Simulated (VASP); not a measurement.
Data:

```
CELL_PARAMETERS angstrom
      0.00000     2.07330     2.07330
      2.07330     0.00000     2.07330
      2.07330     2.07330     0.00000
ATOMIC_POSITIONS crystal
  Ag 0.00000 0.00000 0.00000
```

All values below come from PW91 GGA, VASP's PBE PAW potentials (set 64) (plane waves; VASP). Run with 520 eV cut-off, Gaussian smearing of 0.050 eV, potentials Ag.

**Question.** Give the energies of bands 1 to 7 at the high-symmetry points, in eV from the Fermi level.

**Answer.** 
```
band      Γ      X      U      L      W
----  -----  -----  -----  -----  -----
1     -7.50  -6.23  -5.84  -6.20  -5.53
2     -4.73  -6.12  -5.43  -4.75  -4.97
3     -4.73  -3.06  -4.04  -4.75  -4.97
4     -4.73  -2.84  -3.56  -3.03  -3.76
5     -3.77  -2.84  -3.10  -3.03  -2.84
6     -3.77   1.59   4.12  -0.32   5.73
7     15.89   6.35   5.02   3.30   5.73
```

It has no gap at this level: it comes out as a metal or semimetal.

The compound is Ag in the fcc structure. It was relaxed first.
